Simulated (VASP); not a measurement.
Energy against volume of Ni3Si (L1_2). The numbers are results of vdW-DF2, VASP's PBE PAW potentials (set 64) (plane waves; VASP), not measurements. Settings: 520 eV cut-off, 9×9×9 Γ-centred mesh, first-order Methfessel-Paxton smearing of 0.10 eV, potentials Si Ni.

```csv
V (Å³/atom),E (eV/atom)
10.870,-2.73960
11.217,-2.75754
11.564,-2.76268
11.911,-2.75714
```

Fit these four points and predict the energy of the run at 12.258 Å³/atom.

A cubic in V^(−2/3), the third-order Birch-Murnaghan form, passes through the four points with V0 = 11.55 Å³/atom and B0 = 165 GPa, and gives -2.7427 eV/atom there. The run gave -2.7427 eV/atom, -0.0 meV/atom from the fit; all five points give B0 = 165 GPa.

The compound is Ni3Si in the L1_2 structure. It was relaxed first, which changed the volume by +7 %. The run is not spin-polarised, so no magnetic state was tried.
